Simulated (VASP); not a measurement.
**GeRh (space group Pnma): computed properties**

The numbers are results of PBEsol GGA, VASP's PBE PAW potentials (set 64) (plane waves; VASP), not measurements.

* **space group**: Pnma (62)
* **cell**: a = 5.6681 Å, b = 3.2147 Å, c = 6.4687 Å, α = β = γ = 90.00°
* **volume per atom**: 14.73 Å³/atom
* **band gap (over mesh and band path)**: none (metal, semimetal or under 0.01 eV)
* **density**: 9.89 g/cm³

Space group Pnma (No. 62); a = 5.668 Å, b = 3.215 Å, c = 6.469 Å, α = β = γ = 90.00°

```
atom  site  symmetry       x       y       z
----  ----  --------  ------  ------  ------
Rh      4c       .m.  0.0049  0.2500  0.7985
Ge      4c       .m.  0.1913  0.2500  0.4394
```

The structure comes from a measured GeRh entry (Pnma) of the Crystallography Open Database, whose conditions weren't checked. It was relaxed first. Symmetry was kept, so distortions that lower it aren't found.
